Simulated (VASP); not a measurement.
Energy against volume of YN (rock salt). Calculation: revTPSS meta-GGA, VASP's PBE PAW potentials (set 64) (plane waves; VASP). Settings: 520 eV cut-off, 9×9×9 Γ-centred mesh, Gaussian smearing of 0.050 eV, potentials Y_sv N.

```csv
V (Å³/atom),E (eV/atom)
13.787,-4.78509
14.227,-4.80836
14.667,-4.81583
15.107,-4.80976
```

**Question.** Fit these four points and predict the energy of the run at 15.547 Å³/atom.

**Answer.** A cubic in V^(−2/3), the third-order Birch-Murnaghan form, passes through the four points with V0 = 14.68 Å³/atom and B0 = 163 GPa, and gives -4.7921 eV/atom there. The run gave -4.7921 eV/atom, +0.0 meV/atom from the fit; all five points give B0 = 163 GPa.

The compound is YN in the rock salt structure. It was relaxed first.
